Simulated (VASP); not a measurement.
Method: PBE GGA, VASP's PBE PAW potentials (set 64) (plane waves; VASP).

VASP input:

INCAR:
```
LCHARG = F
ISMEAR = 0   ! Gaussian
IBRION = 2   ! conjugate gradients
ALGO = Normal   ! blocked Davidson
NSW = 30   ! most ionic steps
SIGMA = 0.05
ISIF = 4   ! ions and shape, fixed volume
PREC = Accurate
LREAL = F
ENCUT = 520   ! plane-wave cut-off (eV)
EDIFF = 1E-7
GGA = PE   ! PBE
LWAVE = F
SYSTEM = AlN
LASPH = T   ! aspherical one-centre terms
EDIFFG = -0.01   ! ionic stop
NELM = 100   ! most electronic steps
```

**POSCAR**
```
AlN
1
    1.5802456584    -2.7370657628     0.0000000000
    1.5802456584     2.7370657628     0.0000000000
    0.0000000000     0.0000000000     5.0645890523
Al N
2 2
Direct
  0.6666670000   0.3333330000   0.5001241754
  0.3333330000   0.6666670000   0.0001241754
  0.6666670000   0.3333330000   0.8818758246
  0.3333330000   0.6666670000   0.3818758246
```

**KPOINTS**
```
Automatic
0
gamma
  10 10 5
0 0 0
```

POTCAR, in this order: Al N (PBE.64 set). Program: vasp_std.

Output of the run:

**OUTCAR**
```
 ion  position               nearest neighbor table
   1  0.667  0.333  0.500-   4 1.92   4 1.92   4 1.92   3 1.93   2 3.12   2 3.12   2 3.12   2 3.12
                             2 3.12   2 3.12
   2  0.333  0.667  0.000-   3 1.92   3 1.92   3 1.92   4 1.93   1 3.12   1 3.12   1 3.12   1 3.12
                             1 3.12   1 3.12
   3  0.667  0.333  0.882-   2 1.92   2 1.92   2 1.92   1 1.93
   4  0.333  0.667  0.382-   1 1.92   1 1.92   1 1.92   2 1.93
  LATTYP: Found a hexagonal cell.
 ALAT       =     3.1604913116
 C/A-ratio  =     1.6024689053
 Subroutine PRICEL returns:
 Original cell was already a primitive cell.
 Subroutine GETGRP returns: Found 12 space group operations
The static configuration has the point symmetry C_3v.
 The point group associated with its full space group is C_6v.
The dynamic configuration has the point symmetry C_3v.
 Subroutine INISYM returns: Found 12 space group operations
 Subroutine IBZKPT returns following result:
 Found     42 irreducible k-points:

 Following reciprocal coordinates:
            Coordinates               Weight
  0.000000  0.000000  0.000000      1.000000
  0.100000  0.000000  0.000000      6.000000
  0.200000  0.000000  0.000000      6.000000
  0.300000  0.000000  0.000000      6.000000
  0.400000 -0.000000  0.000000      6.000000
  0.500000  0.000000  0.000000      3.000000
  0.100000  0.100000  0.000000      6.000000
  0.200000  0.100000  0.000000     12.000000
  0.300000  0.100000  0.000000     12.000000
  0.400000  0.100000  0.000000     12.000000
  0.200000  0.200000  0.000000      6.000000
  0.300000  0.200000  0.000000     12.000000
  0.400000  0.200000  0.000000      6.000000
  0.300000  0.300000  0.000000      6.000000
  0.000000  0.000000  0.200000      2.000000
  0.100000  0.000000  0.200000     12.000000
  0.200000  0.000000  0.200000     12.000000
  0.300000  0.000000  0.200000     12.000000
  0.400000 -0.000000  0.200000     12.000000
  0.500000  0.000000  0.200000      6.000000
  0.100000  0.100000  0.200000     12.000000
  0.200000  0.100000  0.200000     24.000000
  0.300000  0.100000  0.200000     24.000000
  0.400000  0.100000  0.200000     24.000000
  0.200000  0.200000  0.200000     12.000000
  0.300000  0.200000  0.200000     24.000000
  0.400000  0.200000  0.200000     12.000000
  0.300000  0.300000  0.200000     12.000000
  0.000000  0.000000  0.400000      2.000000
  0.100000  0.000000  0.400000     12.000000
  0.200000  0.000000  0.400000     12.000000
  0.300000  0.000000  0.400000     12.000000
  0.400000 -0.000000  0.400000     12.000000
  0.500000  0.000000  0.400000      6.000000
  0.100000  0.100000  0.400000     12.000000
  0.200000  0.100000  0.400000     24.000000
  0.300000  0.100000  0.400000     24.000000
  0.400000  0.100000  0.400000     24.000000
  0.200000  0.200000  0.400000     12.000000
  0.300000  0.200000  0.400000     24.000000
   k-points           NKPTS =     42   k-points in BZ     NKDIM =     42   number of bands    NBANDS=     12
   number of dos      NEDOS =    301   number of ions     NIONS =      4
   total plane-waves  NPLWV =  23040
   dimension x,y,z NGX =    24 NGY =   24 NGZ =   40
   dimension x,y,z NGXF=    48 NGYF=   48 NGZF=   80
   ions per type =               2   2
   PREC   = accura    normal or accurate (medium, high low for compatibility)
   ISTART =      0    job   : 0-new  1-cont  2-samecut
   ICHARG =      2    charge: 1-file 2-atom 10-const
   ISPIN  =      1    spin polarized calculation?
   LNONCOLLINEAR =      F non collinear calculations
   LSORBIT =      F    spin-orbit coupling
   INIWAV =      1    electr: 0-lowe 1-rand  2-diag
...
```

**OSZICAR**
```
       N       E                     dE             d eps       ncg     rms          rms(c)
DAV:   1     0.548507339610E+02    0.54851E+02   -0.75893E+03  1008   0.119E+03
DAV:   2    -0.300532148925E+02   -0.84904E+02   -0.77501E+02  1532   0.224E+02
DAV:   3    -0.342971281735E+02   -0.42439E+01   -0.42265E+01  1324   0.540E+01
DAV:   4    -0.343329073136E+02   -0.35779E-01   -0.35762E-01  1152   0.587E+00
DAV:   5    -0.343334580839E+02   -0.55077E-03   -0.55075E-03  1288   0.740E-01    0.119E+01
DAV:   6    -0.297461132374E+02    0.45873E+01   -0.17104E+01  1224   0.312E+01    0.415E+00
DAV:   7    -0.297697261340E+02   -0.23613E-01   -0.62256E-01  1112   0.619E+00    0.283E+00
DAV:   8    -0.297630866760E+02    0.66395E-02   -0.82199E-02  1168   0.303E+00    0.508E-01
DAV:   9    -0.297579717118E+02    0.51150E-02   -0.21601E-02  1272   0.109E+00    0.248E-01
DAV:  10    -0.297585694875E+02   -0.59778E-03   -0.25142E-03  1192   0.381E-01    0.135E-01
DAV:  11    -0.297584945297E+02    0.74958E-04   -0.21718E-04  1200   0.118E-01    0.353E-02
DAV:  12    -0.297584964890E+02   -0.19593E-05   -0.94040E-06  1116   0.311E-02    0.100E-02
DAV:  13    -0.297584961823E+02    0.30668E-06   -0.68043E-06  1228   0.191E-02    0.575E-03
DAV:  14    -0.297584961585E+02    0.23826E-07   -0.48078E-07  1144   0.629E-03
   1 F= -.29758496E+02 E0= -.29758496E+02  d E =-.297585E+02
       N       E                     dE             d eps       ncg     rms          rms(c)
DAV:   1    -0.297586830010E+02   -0.18682E-03   -0.10005E-02  1008   0.955E-01    0.445E-02
DAV:   2    -0.297586444825E+02    0.38518E-04   -0.80589E-05  1284   0.857E-02    0.252E-02
DAV:   3    -0.297586225253E+02    0.21957E-04   -0.29397E-05  1240   0.473E-02    0.154E-03
DAV:   4    -0.297586227282E+02   -0.20296E-06   -0.19329E-06  1168   0.127E-02    0.137E-03
DAV:   5    -0.297586227371E+02   -0.88769E-08   -0.30243E-08   648   0.173E-03
   2 F= -.29758623E+02 E0= -.29758623E+02  d E =-.126579E-03
       N       E                     dE             d eps       ncg     rms          rms(c)
DAV:   1    -0.297586718473E+02   -0.49119E-04   -0.43146E-03  1008   0.627E-01    0.293E-02
DAV:   2    -0.297586552432E+02    0.16604E-04   -0.34737E-05  1288   0.562E-02    0.166E-02
DAV:   3    -0.297586457832E+02    0.94600E-05   -0.12710E-05  1240   0.311E-02    0.101E-03
DAV:   4    -0.297586458747E+02   -0.91581E-07   -0.83725E-07  1152   0.834E-03
   3 F= -.29758646E+02 E0= -.29758646E+02  d E =-.149716E-03
```

**OUTCAR**
```
------------------------ aborting loop because EDIFF is reached ----------------------------------------
  FORCE on cell =-STRESS in cart. coord.  units (eV):
  Direction    XX          YY          ZZ          XY          YZ          ZX
  --------------------------------------------------------------------------------------
  Total       -1.4845371     -1.4845371     -1.5136542      0.0000000     -0.0000000      0.0000000
  in kB      -54.2897186    -54.2897184    -55.3545344      0.0000000     -0.0000000      0.0000000
  external PRESSURE =     -54.6446572 kB  Pullay stress =       0.0000000 kB
  volume of cell :       43.81
      direct lattice vectors                 reciprocal lattice vectors
     1.578994041 -2.734897899  0.000000000     0.316657306 -0.182822181  0.000000000
     1.578994041  2.734897899  0.000000000     0.316657306  0.182822181  0.000000000
     0.000000000  0.000000000  5.072621303     0.000000000  0.000000000  0.197136735
  FREE ENERGIE OF THE ION-ELECTRON SYSTEM (eV)
  ---------------------------------------------------
  free  energy   TOTEN  =       -29.7586458747 eV

  energy  without entropy=      -29.7586458747  energy(sigma->0) =      -29.75864587

 reached required accuracy - stopping structural energy minimisation
```
(Selected blocks of OUTCAR.)

### CONTCAR
```
AlN
   1.00000000000000
     1.5789940413203734   -2.7348978987997938    0.0000000000000000
     1.5789940413203734    2.7348978987997938    0.0000000000000000
     0.0000000000000000    0.0000000000000000    5.0726213029399423
  Al              N
     2     2
Direct
     0.6666669999999968    0.3333330000000032    0.5004190825806271
     0.3333330000000032    0.6666669999999968    0.0004190825806271
     0.6666669999999968    0.3333330000000032    0.8815809174193779
     0.3333330000000032    0.6666669999999968    0.3815809174193779
```

File OUTCAR:
```
 val. band max:        5.6860959755   @ k =   0.0000   0.0000   0.0000

 cond. band min:       9.4925431490   @ k =   0.0000   0.0000   0.0000


 Fermi energy:         5.9373219654

 k-point     1 :       0.0000    0.0000    0.0000
  band No.  band energies     occupation
      1      -9.2028      2.00000
      2      -7.2130      2.00000
      3      -0.0899      2.00000
      4       4.8756      2.00000
      5       4.8756      2.00000
      6       5.5058      2.00000
      7       5.5058      2.00000
      8       5.6861      2.00000
      9       9.4925      0.00000
     10      11.9787      0.00000
     11      15.9128      0.00000
     12      16.5357      0.00000

 k-point     2 :       0.1000    0.0000    0.0000
  band No.  band energies     occupation
      1      -9.0823      2.00000
      2      -7.1453      2.00000
      3       0.0561      2.00000
      4       4.3081      2.00000
      5       4.7194      2.00000
      6       4.9306      2.00000
      7       5.4819      2.00000
      8       5.6318      2.00000
      9      10.0799      0.00000
     10      12.4862      0.00000
     11      15.4395      0.00000
     12      15.7738      0.00000

 k-point     3 :       0.2000    0.0000    0.0000
  band No.  band energies     occupation
      1      -8.7372      2.00000
      2      -6.9690      2.00000
      3       0.4828      2.00000
      4       3.0356      2.00000
      5       3.8383      2.00000
      6       4.3776      2.00000
      7       5.3760      2.00000
      8       5.4360      2.00000
      9      11.1320      0.00000
     10      13.1815      0.00000
     11      14.1727      0.00000
     12      15.0995      0.00000

 k-point     4 :       0.3000    0.0000    0.0000
  band No.  band energies     occupation
      1      -8.2237      2.00000
      2      -6.7698      2.00000
      3       1.1433      2.00000
      4       1.7284      2.00000
      5       2.7568      2.00000
      6       4.0275      2.00000
...
```

The compound is AlN in the wurtzite structure. This cell is one point of a volume scan, at 1.03 of the reference volume. Symmetry was kept, so distortions that lower it aren't found.
